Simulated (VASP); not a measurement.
## Tl3S: equation of state with PBE

Crystal: Tl3S.

```
CELL_PARAMETERS angstrom
-2.35097 2.35097 5.14280
2.35097 -2.35097 5.14280
2.35097 2.35097 -5.14280
ATOMIC_POSITIONS crystal
Tl 0.50000 0.50000 0.00000
Tl 0.25000 0.75000 0.50000
Tl 0.75000 0.25000 0.50000
S 0.00000 0.00000 0.00000
```

The cell comes from a database or a generator and needn't be the stable form of this composition.

```
Program             : VASP 6.6.1
Task                : equation of state
Functional          : PBE
Potentials or basis : VASP PAW PBE potentials, release 64 (Tl_d, S)
Cutoff              : 520 eV
k mesh              : 8 × 8 × 8
Occupations         : fermi-dirac, width 0.05 eV
Spin                : no spin polarisation
```

```
Equilibrium volume                        : 28.50 Å³/atom
Bulk modulus at fixed shape and positions : 31 GPa
Pressure derivative of the bulk modulus   : 5.2
```

Energy against volume, from the lowest point:
| volume (Å³/atom) | energy (meV/atom) |
| --- | --- |
| 26.719 | 12.43 |
| 27.288 | 5.51 |
| 27.856 | 1.48 |
| 28.425 | 0.00 |
| 28.993 | 0.77 |
| 29.562 | 3.53 |
| 30.130 | 8.05 |

All runs of the series together: 38 min on 1 thread of Intel(R) Xeon(R) Platinum 8488C (Sapphire Rapids), on a shared host.

Caveat: the cell was scaled at fixed shape and fractional positions, which overstates the stiffness of a crystal with free parameters, most of all of layers and chains. The run has no spin-orbit coupling, so splittings on Tl are missing.
